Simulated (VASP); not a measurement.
Level of theory: SCAN meta-GGA, VASP's PBE PAW potentials (set 64) (plane waves; VASP).

Input for VASP

File KPOINTS_OPT:
```
k-points along high-symmetry lines
6
Line-mode
Reciprocal
  0.000000   0.000000   0.000000 ! GAMMA
 -0.000000   0.500000   0.000000 ! M

 -0.000000   0.500000   0.000000 ! M
 -0.333333   0.666667   0.000000 ! K

 -0.333333   0.666667   0.000000 ! K
  0.000000   0.000000   0.000000 ! GAMMA

  0.000000   0.000000   0.000000 ! GAMMA
  0.000000   0.000000   0.500000 ! A

  0.000000   0.000000   0.500000 ! A
 -0.000000   0.500000   0.500000 ! L

 -0.000000   0.500000   0.500000 ! L
 -0.333333   0.666667   0.500000 ! H

 -0.333333   0.666667   0.500000 ! H
  0.000000   0.000000   0.500000 ! A

 -0.000000   0.500000   0.500000 ! L
 -0.000000   0.500000   0.000000 ! M

 -0.333333   0.666667   0.500000 ! H
 -0.333333   0.666667   0.000000 ! K
```

### INCAR
```
# general
SYSTEM  = Tc
PREC    = Accurate
ENCUT   = 520
LREAL   = .False.   # projection in real space or not
LASPH   = .True.   # aspherical one-centre terms

# electronic loop
EDIFF   = 1E-7
NELM    = 100   # most electronic steps
ALGO    = Normal   # blocked Davidson
LMAXMIX = 4   # l cut-off of mixed one-centre charges
LMIXTAU = .True.

# smearing
ISMEAR  = -5   # tetrahedra, Bloechl

# functional
METAGGA = SCAN

# ions
ISIF    = 2   # forces and stress, cell fixed

# output
LWAVE   = .False.
LCHARG  = .False.
LORBIT  = 11   # lm-projected
NEDOS   = 601   # DOS grid
```

POSCAR:
```
Tc
1
    1.3629322255    -2.3606682494    -0.0000000000
    1.3629322255     2.3606682494     0.0000000000
    0.0000000000     0.0000000000     4.3800090705
Tc
2
Direct
  0.3333330000   0.6666670000   0.2500000000
  0.6666670000   0.3333330000   0.7500000000
```

File KPOINTS:
```
Automatic mesh
0
Gamma
17 17 9
0 0 0
```

POTCAR, in this order: Tc_pv (PBE.64 set). Program: vasp_std.

For a metal the tetrahedron method with Blöchl corrections gives inexact stress and forces.

Predict the energy per atom (σ→0), band gap (over mesh and band path).

```
Item                                                                  Result
----------------------------------  ----------------------------------------
energy per atom (σ→0)                                        -35.068 eV/atom
band gap (over mesh and band path)  none (metal, semimetal or under 0.01 eV)
```

**OSZICAR**
```
...
DAV:  31    -0.701352255444E+02    0.98083E-06   -0.25147E-07  5506   0.459E-03    0.894E-04
DAV:  32    -0.701352254349E+02    0.10941E-06   -0.31060E-07  5557   0.410E-03    0.280E-04
DAV:  33    -0.701352256705E+02   -0.23552E-06   -0.59177E-08  2814   0.223E-03    0.654E-05
DAV:  34    -0.701352251761E+02    0.49440E-06   -0.68868E-09  2814   0.794E-04    0.961E-05
DAV:  35    -0.701352254417E+02   -0.26567E-06   -0.62006E-09  2814   0.812E-04    0.438E-05
DAV:  36    -0.701352254023E+02    0.39444E-07   -0.10778E-09  2814   0.285E-04
   1 F= -.70135225E+02 E0= -.70135225E+02  d E =0.000000E+00
       N       E                     dE             ncg
```

The compound is Tc in the hcp structure. It was relaxed first.
